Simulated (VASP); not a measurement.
The system is SrBRh.

```
Sr B Rh
1.0
     3.83475    0.00000    0.00000
    -1.91738    3.32099    0.00000
     0.00000    0.00000    3.83072
Sr B Rh
1 1 1
Direct
  0.66667 0.33333 0.50000
  0.33333 0.66667 0.00000
  0.00000 0.00000 0.00000
```

The cell was built by a generator and needn't be a form met in nature.

- Program: VASP 6.6.1
- Task: relaxation of cell and atoms
- Functional: PBE
- Potentials or basis: VASP PAW PBE potentials, release 64 (Sr_sv, B, Rh_pv)
- Cutoff: 600 eV
- k mesh: 8 × 8 × 7
- Occupations: methfessel-paxton, width 0.2 eV
- Spin: no spin polarisation

At the start: pressure 12.2 GPa; volume 16.26 Å³/atom.

Task: How do energy, volume and symmetry change on relaxing?

Result: Over 8 steps the energy falls by 316.9 meV/atom and the volume is 18.56 Å³/atom (+14.1 %); space group P-6m2 (No. 187, to 0.05 Å).

The path:
```tsv
step	energy change (eV)	largest force (eV/Å)	pressure (GPa)	volume (Å³)
1	0.0000	0.0000	12.23	48.78
2	-0.5459	0.0000	-4.95	57.89
3	-0.5461	0.0000	-6.10	58.89
4	-0.9229	0.0000	-2.99	57.33
5	-0.9436	0.0000	-1.81	56.88
6	-0.9439	0.0000	-1.70	56.83
7	-0.9491	0.0000	0.84	55.16
8	-0.9506	0.0000	-0.01	55.69
```

Final structure:
```
Sr B Rh
1.0
     3.65776    0.00000    0.00000
    -1.82888    3.16771    0.00000
     0.00000    0.00000    4.80599
Sr B Rh
1 1 1
Direct
  0.66667 0.33333 0.50000
  0.33333 0.66667 0.00000
  0.00000 0.00000 0.00000
```
